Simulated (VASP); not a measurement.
Input:

```
Y
1.0
    1.82839    -3.16686     0.00000
    1.82839     3.16686     0.00000
    0.00000     0.00000     5.64381
Y
2
Direct
  0.33333   0.66667   0.25000
  0.66667   0.33333   0.75000
```

Computed with PBE GGA, VASP's PBE PAW potentials (set 64) (plane waves; VASP). Run with 400 eV cut-off, 10×10×6 Γ-centred mesh, first-order Methfessel-Paxton smearing of 0.10 eV, potentials Y_sv.

Question: What does the run give for the energy per atom (σ→0), band gap (on the k-mesh) with the smallest direct gap where there is one?

Answer: 
| Item | Value |
|---|---|
| band gap (on the k-mesh) | none (metal, semimetal or under 0.01 eV) |
| energy per atom (σ→0) | -6.436 eV/atom |

The absolute energy has meaning only against runs of the same code, potentials and settings.

The compound is Y in the hcp structure. It was relaxed first. The start is the result of an earlier pass.
